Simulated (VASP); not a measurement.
The system is C.

```
CELL_PARAMETERS angstrom
2.46100 0.00000 0.00000
-1.23050 2.13129 0.00000
0.00000 0.00000 7.37880
ATOMIC_POSITIONS crystal
C 0.00000 0.00000 0.25000
C 0.33333 0.66667 0.25000
C 0.00000 0.00000 0.75000
C 0.66667 0.33333 0.75000
```

The cell was built by a generator and needn't be a form met in nature.

Base run:

```yaml
Program: VASP 6.6.1
Functional: PBE
Dispersion: MBD
Potentials_or_basis: VASP PAW PBE potentials, release 64 (C)
Cutoff: 520 eV
k_mesh: 16 × 16 × 4
Occupations: fermi-dirac, width 0.05 eV
Spin: no spin polarisation
```

Its results: band gap on the k mesh 0.83 eV, direct; pressure 0.2 GPa.

Q: The run is repeated on the same cell with these changes: dispersion from MBD to D3(BJ). What comes out?

A: Band gap on the k mesh 0.83 eV, direct; pressure 1.2 GPa.

A k mesh can miss the band edges.
